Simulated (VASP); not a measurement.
Here is the system:

```
CELL_PARAMETERS angstrom
      5.58612     0.00000     0.00000
      0.00000     9.95468     0.00000
      0.00000     0.00000     3.20689
ATOMIC_POSITIONS crystal
  Cd 0.06039 0.32358 0.50000
  Cd 0.93961 0.67642 0.50000
  Cd 0.56039 0.17642 0.50000
  Cd 0.43961 0.82358 0.50000
  Sn 0.00000 0.00000 0.00000
  Sn 0.50000 0.50000 0.00000
  O  0.13523 0.80720 0.00000
  O  0.86477 0.19280 0.00000
  O  0.63523 0.69280 0.00000
  O  0.36477 0.30720 0.00000
  O  0.26356 0.53961 0.50000
  O  0.73644 0.46039 0.50000
  O  0.76356 0.96039 0.50000
  O  0.23644 0.03961 0.50000
```

Method: PBEsol GGA, VASP's PBE PAW potentials (set 64) (plane waves; VASP). Settings: LREAL = Auto, 520 eV cut-off, Gaussian smearing of 0.050 eV, potentials Cd Sn_d O.

Unless said otherwise, spin-orbit coupling is left out, though it shifts the bands of the heavy elements here.

Question: Give the energies of bands 50 to 63 at the high-symmetry points, in eV from the valence-band maximum.

Answer: 
```json
[
 {"band": "50", "Γ": "-1.41", "X": "-2.01", "S": "-1.92", "Y": "-1.98", "Z": "-2.66", "U": "-2.81", "R": "-2.52", "T": "-2.66"},
 {"band": "51", "Γ": "-1.16", "X": "-1.65", "S": "-1.24", "Y": "-1.56", "Z": "-2.50", "U": "-1.78", "R": "-1.84", "T": "-2.40"},
 {"band": "52", "Γ": "-1.16", "X": "-1.65", "S": "-1.24", "Y": "-1.56", "Z": "-2.22", "U": "-1.78", "R": "-1.84", "T": "-2.40"},
 {"band": "53", "Γ": "-1.07", "X": "-1.24", "S": "-1.14", "Y": "-1.03", "Z": "-1.82", "U": "-1.47", "R": "-1.81", "T": "-1.44"},
 {"band": "54", "Γ": "-1.01", "X": "-1.24", "S": "-1.14", "Y": "-1.03", "Z": "-1.76", "U": "-1.47", "R": "-1.81", "T": "-1.44"},
 {"band": "55", "Γ": "-0.99", "X": "-0.62", "S": "-1.06", "Y": "-1.00", "Z": "-1.36", "U": "-1.42", "R": "-1.47", "T": "-1.23"},
 {"band": "56", "Γ": "-0.91", "X": "-0.62", "S": "-1.06", "Y": "-1.00", "Z": "-0.85", "U": "-1.42", "R": "-1.47", "T": "-1.23"},
 {"band": "57", "Γ": "-0.83", "X": "-0.57", "S": "-0.63", "Y": "-0.92", "Z": "-0.74", "U": "-1.06", "R": "-0.91", "T": "-0.92"},
 {"band": "58", "Γ": "-0.78", "X": "-0.57", "S": "-0.63", "Y": "-0.92", "Z": "-0.59", "U": "-1.06", "R": "-0.91", "T": "-0.92"},
 {"band": "59", "Γ": "-0.70", "X": "-0.56", "S": "-0.57", "Y": "-0.39", "Z": "-0.46", "U": "-0.48", "R": "-0.48", "T": "-0.30"},
 {"band": "60", "Γ": "-0.17", "X": "-0.56", "S": "-0.57", "Y": "-0.39", "Z": "-0.28", "U": "-0.48", "R": "-0.48", "T": "-0.30"},
 {"band": "61", "Γ": "-0.03", "X": "-0.44", "S": "-0.44", "Y": "-0.02", "Z": "-0.01", "U": "-0.31", "R": "-0.33", "T": "0.00"},
 {"band": "62", "Γ": "-0.01", "X": "-0.44", "S": "-0.44", "Y": "-0.02", "Z": "0.00", "U": "-0.31", "R": "-0.33", "T": "0.00"},
 {"band": "63", "Γ": "0.44", "X": "3.23", "S": "3.58", "Y": "1.92", "Z": "5.14", "U": "5.47", "R": "5.50", "T": "5.37"}
]
```

The gap is indirect, 0.44 eV, from the valence maximum at T-Z at 0.67 to the conduction minimum at Γ.

The structure comes from a computed database's Cd2SnO4 entry (Pbam); how it stands against other phases isn't given here. It was relaxed first.
